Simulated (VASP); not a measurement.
Here is the system:

```xyz
6
Lattice="3.6321 0.0000 0.0000 -1.8160 3.1455 0.0000 0.0000 0.0000 11.4321" Properties=species:S:1:pos:R:3 pbc="T T T"
Sn     0.0000     2.0970     7.1464
Sn     1.8160     1.0485     1.4303
S      1.8160     1.0485     8.6105
S      0.0000     2.0970     2.8944
S      0.0000     0.0000    11.3944
S     -1.8160     3.1455     5.6784
```

The numbers are results of LDA (Ceperley-Alder, Perdew-Zunger), VASP's LDA PAW potentials (set 64) (plane waves; VASP), not measurements. Run with 400 eV cut-off, 16×16×5 Γ-centred mesh, Gaussian smearing of 0.010 eV, potentials Sn_d S.

Problem. What does the run give for the energy per atom (σ→0)?

Solution. 
```json
{
  "energy per atom (σ→0)": "-5.024 eV/atom"
}
```

The absolute energy has meaning only against runs of the same code, potentials and settings.

The structure comes from a computed database's SnS2 entry (P6_3mc); how it stands against other phases isn't given here. It was relaxed first, which changed the volume by -10 %.
